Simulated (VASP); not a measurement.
Energy against volume of WSi2 (MoSi2 type). Computed with revPBE GGA, VASP's PBE PAW potentials (set 64) (plane waves; VASP). Run with 520 eV cut-off, 13×13×13 Γ-centred mesh, first-order Methfessel-Paxton smearing of 0.10 eV, potentials Si W_sv.

Shape and ions are relaxed at each volume.

| V (Å³/atom) | E (eV/atom) |
|---|---|
| 12.955 | -7.92838 |
| 13.368 | -7.95689 |
| 13.782 | -7.96588 |
| 14.195 | -7.95827 |

Q: Fit these four points and predict the energy of the run at 14.609 Å³/atom.

A: A cubic in V^(−2/3), the third-order Birch-Murnaghan form, passes through the four points with V0 = 13.79 Å³/atom and B0 = 213 GPa, and gives -7.9366 eV/atom there. The run gave -7.9366 eV/atom, -0.0 meV/atom from the fit; all five points give B0 = 213 GPa.

The compound is WSi2 in the MoSi2 type structure. It was relaxed first.
